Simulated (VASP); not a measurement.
# Ta3SbOs (Pm-3m) in VASP: notebook, part 2 of 2

VASP 6.6.1. Earlier steps stand in the parts before.

**3. Relaxation of cell and atoms, PBEsol**

INCAR

```
  PREC = Accurate
  ENCUT = 600
  EDIFF = 1E-6
  ISMEAR = 1
  SIGMA = 0.2
  LREAL = False
  LASPH = True
  NELM = 60
  ALGO = Fast
  ISIF = 3
  LWAVE = False
  LCHARG = False
  GGA = PS
  IBRION = 2
  NSW = 40
  EDIFFG = -0.005
```

KPOINTS

```
Automatic mesh
0
Gamma
  6 6 6
```

POSCAR

```
Ta3SbOs
1.0
    4.2735800500      0.0000000000      0.0000000000
    0.0000000000      4.2735800500      0.0000000000
    0.0000000000      0.0000000000      4.2735800500
Ta Sb Os
3 1 1
Direct
    0.5000000000      0.0000000000      0.0000000000
    0.0000000000      0.5000000000      0.0000000000
    0.0000000000      0.0000000000      0.5000000000
    0.5000000000      0.5000000000      0.5000000000
    0.0000000000      0.0000000000      0.0000000000
```

Potentials or basis: VASP PAW PBE potentials, release 64 (Ta_pv, Sb, Os).

Command:

```sh
$ cat potpaw_PBE.64/Ta_pv/POTCAR potpaw_PBE.64/Sb/POTCAR potpaw_PBE.64/Os/POTCAR > POTCAR
$ mpirun -np 1 vasp_std > vasp.out
```

OUTCAR:

```text
PREC = Accurate
   ENCUT = 600
   EDIFF = 1E-6
   ISMEAR = 1
   LREAL = False
   LASPH = True
   NELM = 60
   ISIF = 3
   GGA = PS
   IBRION = 2
   NSW = 40
   EDIFFG = -0.005

 ion  position               nearest neighbor table
   1  0.500  0.000  0.000-   5 2.14   5 2.14   4 3.02   2 3.02   3 3.02   4 3.02   2 3.02   4 3.02
                             4 3.02   2 3.02   3 3.02   3 3.02   3 3.02   2 3.02
   2  0.000  0.500  0.000-   5 2.14   5 2.14   4 3.02   1 3.02   3 3.02   4 3.02   1 3.02   3 3.02
                             3 3.02   3 3.02   1 3.02   4 3.02   4 3.02   1 3.02
   3  0.000  0.000  0.500-   5 2.14   5 2.14   4 3.02   1 3.02   1 3.02   2 3.02   2 3.02   2 3.02
                             4 3.02   2 3.02   1 3.02   4 3.02   1 3.02   4 3.02
   4  0.500  0.500  0.500-   1 3.02   2 3.02   3 3.02   1 3.02   2 3.02   1 3.02   3 3.02   1 3.02
                             2 3.02   3 3.02   2 3.02   3 3.02
   5  0.000  0.000  0.000-   1 2.14   2 2.14   3 2.14   3 2.14   2 2.14   1 2.14

  LATTYP: Found a simple cubic cell.
 ALAT       =     4.2735800500

  Lattice vectors:

 A1 = (   4.2735800500,   0.0000000000,   0.0000000000)
 A2 = (   0.0000000000,   4.2735800500,   0.0000000000)
 A3 = (   0.0000000000,   0.0000000000,   4.2735800500)

Analysis of symmetry for initial positions (statically):
=====================================================================
 Subroutine PRICEL returns:
 Original cell was already a primitive cell.

 Routine SETGRP: Setting up the symmetry group for a
 simple cubic supercell.

 Subroutine GETGRP returns: Found 48 space group operations
 (whereof 48 operations were pure point group operations)
 out of a pool of 48 trial point group operations.

The static configuration has the point symmetry O_h .

Analysis of symmetry for dynamics (positions and initial velocities):
=====================================================================
 Subroutine PRICEL returns:
 Original cell was already a primitive cell.

 Routine SETGRP: Setting up the symmetry group for a
 simple cubic supercell.

 Subroutine GETGRP returns: Found 48 space group operations
 (whereof 48 operations were pure point group operations)
 out of a pool of 48 trial point group operations.

The dynamic configuration has the point symmetry O_h .

 Subroutine INISYM returns: Found 48 space group operations
 (whereof 48 operations are pure point group operations),
 and found     1 'primitive' translations

----------------------------------------------------------------------------------------

                                     Primitive cell

  volume of cell :      78.0505

  direct lattice vectors                    reciprocal lattice vectors
     4.273580050  0.000000000  0.000000000     0.233995851  0.000000000  0.000000000
     0.000000000  4.273580050  0.000000000     0.000000000  0.233995851  0.000000000
     0.000000000  0.000000000  4.273580050     0.000000000  0.000000000  0.233995851

  length of vectors
     4.273580050  4.273580050  4.273580050     0.233995851  0.233995851  0.233995851

  position of ions in fractional coordinates (direct lattice)
[... 86 lines left out ...]
   ISIF   =      3    stress and relaxation
   ISYM   =      2    0-nonsym 1-usesym 2-fastsym
   POTIM  = 0.5000    time-step for ionic-motion
   TEBEG  =    0.0;   TEEND  =   0.0 temperature during run
   PSTRESS=    0.0 pullay stress
   NELECT =      46.0000    total number of electrons
   NUPDOWN=      -1.0000    fix difference up-down
   EMIN   =  10.00;   EMAX   =-10.00  energy-range for DOS
   EFERMI =   0.00;   METHOD = LEGACY
   ISMEAR =     1;   SIGMA  =   0.20  broadening in eV -4-tet -1-fermi 0-gaus
   EFERMI_NEDOS =   21; number of points for ismear=-14 and -15
   IALGO  =     68    algorithm
   IMIX   =      4    mixing-type and parameters
     AMIX     =   0.40;   BMIX     =  1.00
     AMIX_MAG =   1.60;   BMIX_MAG =  1.00
  volume/ion in A,a.u.               =      15.61       105.34
  Fermi-wavevector in a.u.,A,eV,Ry     =   1.372573  2.593788 25.632804  1.883958
  Thomas-Fermi vector in A             =   2.498168
   LORBIT       =      0    0 simple, 1 ext, 2 COOP (PROOUT), +10 PAW based schemes
   GGA     = PS    functional components
   LHFCALC =     F    Hartree Fock is set to
   AEXX    =    0.0000 exact exchange contribution
   IVDW    =     0    specifies the selected vdW correction
   LEPSILON=     F    determine dielectric tensor
   LRPA    =     F    only Hartree local field effects (RPA)
 conjugate gradient relaxation of ions
 non-spin polarized calculation
 RMM-DIIS sequential band-by-band and
 Methfessel and Paxton  Order N= 1 SIGMA  =   0.20
  energy-cutoff  :      600.00
  volume of cell :       78.05
 maximum number of plane-waves:      2629
 NGX is ok and might be reduce to    36
   NGX = 17   NGY = 17   NGZ = 17

--------------------------------------- Ionic step        1  -------------------------------------------

 number of electron      45.9999996 magnetization

 Free energy of the ion-electron system (eV)
  ---------------------------------------------------
  ext. energy  EPLUGINS =         0.00000000
  ---------------------------------------------------
  free energy    TOTEN  =       -40.07701090 eV

  energy without entropy =      -40.06562799  energy(sigma->0) =      -40.07321660

------------------------ aborting loop because EDIFF is reached ----------------------------------------

  FORCE on cell =-STRESS in cart. coord.  units (eV):
  Direction    XX          YY          ZZ          XY          YZ          ZX
  --------------------------------------------------------------------------------------
  -------------------------------------------------------------------------------------
  Total       55.4288067     55.4288067     55.4288067      0.0000000      0.0000000     -0.0000000
  in kB     1137.8121883   1137.8121883   1137.8121883      0.0000000      0.0000000     -0.0000000
  external PRESSURE =    1137.8121883 kB  Pullay stress =       0.0000000 kB
[... 26 lines left out ...]
--------------------------------------- Ionic step        2  -------------------------------------------

 number of electron      45.9999988 magnetization

------------------------ aborting loop EDIFF was not reached (unconverged)  ----------------------------

  FORCE on cell =-STRESS in cart. coord.  units (eV):
  Direction    XX          YY          ZZ          XY          YZ          ZX
  --------------------------------------------------------------------------------------
  -------------------------------------------------------------------------------------
  Total      -27.1584937    -27.1584937    -27.1584937      0.0000000      0.0000000     -0.0000000
  in kB     -154.1983759   -154.1983759   -154.1983759      0.0000000      0.0000000     -0.0000000
  external PRESSURE =    -154.1983759 kB  Pullay stress =       0.0000000 kB
[... 634 lines left out ...]
     26       1.5825      0.88275
     27       1.5841      0.86904

------------------------ aborting loop EDIFF was not reached (unconverged)  ----------------------------

  FORCE on cell =-STRESS in cart. coord.  units (eV):
  Direction    XX          YY          ZZ          XY          YZ          ZX
  --------------------------------------------------------------------------------------
  -------------------------------------------------------------------------------------
  Total      -28.9379095    -28.9379095    -28.9379095      0.0000000      0.0000000      0.0000000
  in kB     -236.7029357   -236.7029357   -236.7029357      0.0000000      0.0000000      0.0000000
  external PRESSURE =    -236.7029357 kB  Pullay stress =       0.0000000 kB
[... 630 lines left out ...]
     26       3.5751      0.57996
     27       3.5763      0.57116

[... ionic steps 4 to 20 ...]

--------------------------------------- Ionic step       21  -------------------------------------------

 number of electron      45.9999993 magnetization

------------------------ aborting loop because EDIFF is reached ----------------------------------------
[... 73 lines left out ...]
--------------------------------------- Ionic step       23  -------------------------------------------

 number of electron      45.9999993 magnetization

 Free energy of the ion-electron system (eV)
  ---------------------------------------------------
  ext. energy  EPLUGINS =         0.00000000
  ---------------------------------------------------
  free energy    TOTEN  =       -49.15172171 eV

  energy without entropy =      -49.14979777  energy(sigma->0) =      -49.15108040

 E-fermi :   5.7450     XC(G=0): -11.2985

 val. band max:        5.7078674543   @ k =   0.3333   0.3333   0.3333
 cond. band min:       5.8040258104   @ k =   0.3333   0.0000   0.0000
 fundamental gap:      0.0961583560
 Fermi energy:         5.7450252477
[... 630 lines left out ...]
  FREE ENERGIE OF THE ION-ELECTRON SYSTEM (eV)
  ---------------------------------------------------
  free  energy   TOTEN  =       -49.1517217069 eV

  energy  without entropy=      -49.1497977715  energy(sigma->0) =      -49.15108040

 reached required accuracy - stopping structural energy minimisation
```

It took 11 min on 1 thread of AMD EPYC 9R45 (Zen 5), shared host; peak memory 0.23 GiB.

Results:

- Free energy: -49.1517 eV
- Relaxed volume: 22.59 Å³/atom
- Relaxed cell: a = 4.834 Å, b = 4.834 Å, c = 4.834 Å, α = 90.00°, β = 90.00°, γ = 90.00°
- Space group after relaxing (to 0.05 Å): Pm-3m (No. 221)
- Energy gained by relaxing: 1814.9 meV/atom
- Ionic steps: 23
- Pressure after relaxing: 0.0 GPa
- Band gap on the k mesh: none (metal or under the smearing width)

The path:
```
step  energy change (eV)  largest force (eV/Å)  pressure (GPa)  volume (Å³)
   1              0.0000                0.0000          113.78        78.05
   2             22.4839                0.0000          -15.42       282.19
   3              2.3865                0.0000          -23.67       195.87
   4             -4.9085                0.0000          -21.04       147.31
   5             -8.3320                0.0000            7.01       109.04
   6             -9.0395                0.0000           -3.66       116.01
   7             -9.0736                0.0000           -0.66       113.49
   8             -9.0744                0.0000            0.35       112.69
   9             -9.0744                0.0000            0.36       112.69
  10             -9.0744                0.0000            0.34       112.70
  11             -9.0744                0.0000            0.34       112.70
  12             -9.0744                0.0000            0.34       112.70
  13             -9.0744                0.0000            0.34       112.70
  14             -9.0744                0.0000            0.34       112.70
  15             -9.0744                0.0000            0.34       112.70
  16             -9.0744                0.0000            0.34       112.70
  17             -9.0744                0.0000            0.34       112.71
  18             -9.0745                0.0000            0.34       112.71
  19             -9.0745                0.0000            0.32       112.72
  20             -9.0745                0.0000            0.30       112.73
  21             -9.0746                0.0000            0.26       112.77
  22             -9.0746                0.0000            0.18       112.83
  23             -9.0747                0.0000            0.01       112.96
```

Final structure:
```
Ta Sb Os
1.0
     4.83402    0.00000    0.00000
     0.00000    4.83402    0.00000
     0.00000    0.00000    4.83402
Ta Sb Os
3 1 1
Direct
  0.50000 0.00000 0.00000
  0.00000 0.50000 0.00000
  0.00000 0.00000 0.50000
  0.50000 0.50000 0.50000
  0.00000 0.00000 0.00000
```

Caveat: the volume moved by over 15 % at a fixed basis, so the end points are rough; the PAW data sets were made with another functional, which shifts forces and pressure a little.
